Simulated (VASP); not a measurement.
```
CELL_PARAMETERS angstrom
     -1.48027     1.48027     1.48027
      1.48027    -1.48027     1.48027
      1.48027     1.48027    -1.48027
ATOMIC_POSITIONS crystal
  V  0.00000 0.00000 0.00000
```

Method: vdW-DF-cx, VASP's PBE PAW potentials (set 64) (plane waves; VASP). Run with 520 eV cut-off, Gaussian smearing of 0.050 eV, potentials V_sv.

**Question.** Predict the band gap (along the path) with the smallest direct gap where there is one.

**Answer.** 
```json
{
  "band gap (along the path)": "none (metal, semimetal or under 0.01 eV)"
}
```

The absolute energy has meaning only against runs of the same code, potentials and settings.

The compound is V in the bcc structure. It was relaxed first, which changed the volume by -7 %. The run is not spin-polarised, so no magnetic state was tried.
